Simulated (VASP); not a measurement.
Given:

```xyz
2
Lattice="0.0000 3.0250 3.0250 3.0250 0.0000 3.0250 3.0250 3.0250 0.0000" Properties=species:S:1:pos:R:3 pbc="T T T"
Cu     0.0000     0.0000     0.0000
I      1.5125     1.5125     1.5125
```

All values below come from PBE GGA, VASP's PBE PAW potentials (set 64) (plane waves; VASP 6.6.1). Numerical set-up: 400 eV cut-off, 2×2×2 Monkhorst-Pack mesh, Gaussian smearing of 0.050 eV, potentials Cu I.

Problem. Predict the energy per atom (σ→0).

Solution. 
The energy per atom (σ→0) is -2.765 eV/atom.

The absolute energy has meaning only against runs of the same code, potentials and settings.

The compound is CuI in the zinc blende structure. The cell was not relaxed at this level. The k-mesh is coarse (spacing up to 0.90 per Å, 2π included), so the numbers may not be converged in it. The run is one of a series of settings (KPOINTS 2×2×2 Monkhorst-Pack mesh against the base run), some of them coarse on purpose.
